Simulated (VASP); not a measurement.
VASP input:

INCAR:
```
! general
SYSTEM   =  CoO
PREC     =  Accurate
ENCUT    =  250
LREAL    =  F   ! projection in real space or not
LASPH    =  T   ! aspherical one-centre terms

! electronic loop
EDIFF    =  1E-6   ! SCF stop (eV)
NELM     =  100   ! most electronic steps
ALGO     =  Normal
LMAXMIX  =  4   ! l cut-off of mixed one-centre charges

! smearing
ISMEAR   =  0   ! Gaussian
SIGMA    =  0.05   ! width (eV)

! functional
GGA      =  PE   ! PBE

! spin
ISPIN    =  2   ! spin-polarised
MAGMOM   =  3.0 -3.0 2*0.0

! ions
ISIF     =  2   ! forces and stress, cell fixed

! output
LWAVE    =  F
LCHARG   =  F
LORBIT   =  10
```

### KPOINTS
```
Regular mesh
0
gamma
8 8 8
```

POSCAR:
```
CoO
1
    4.2600000000     2.1300000000     2.1300000000
    2.1300000000     4.2600000000     2.1300000000
    2.1300000000     2.1300000000     4.2600000000
Co O
2 2
Direct
  0.0000000000   0.0000000000   0.0000000000
  0.5000000000   0.5000000000   0.5000000000
  0.2500000000   0.2500000000   0.2500000000
  0.7500000000   0.7500000000   0.7500000000
```

POTCAR, in this order: Co O (PBE.64 set). Program: vasp_std.

Q: Translate this PBE calculation to Ansatz.

A: One equivalent input (not run):
Ansatz 0.2 input:
```yaml
crystal:
  lattice:
    - [4.2600000, 2.1300000, 2.1300000]
    - [2.1300000, 4.2600000, 2.1300000]
    - [2.1300000, 2.1300000, 4.2600000]
  atoms:
    - { symbol: Co, position: [0.0000000, 0.0000000, 0.0000000], spin: 3 }
    - { symbol: Co, position: [0.5000000, 0.5000000, 0.5000000], spin: -3 }
    - { symbol: O, position: [0.2500000, 0.2500000, 0.2500000] }
    - { symbol: O, position: [0.7500000, 0.7500000, 0.7500000] }
kpoints:
  mp_grid: { grid: [8, 8, 8] }
hamiltonian:
  xc: pbe
  pseudopotentials: { kind: paw }
magnetization: { spin_polarized: true }
scf:
  occupations: { method: gaussian, width: 0.05 }
  max_iter: 100
output: { forces: true, stress: true, eigenvalues: true }
```
The two are equivalent in intent, not identical: each code has its own PAW files, so the cut-off isn't converted (ENCUT is set for VASP's; basis.ecutwfc is left out, and Ansatz then takes the one that its files recommend); Ansatz stops its SCF on the density residual and VASP on the energy change (EDIFF).

The compound is CoO in the rock salt, AFM-II order structure. The cell was not relaxed at this level. The k-mesh is coarse (spacing up to 0.31 per Å, 2π included), so the numbers may not be converged in it. The run is one of a series of settings (ENCUT = 250 against the base run), some of them coarse on purpose.
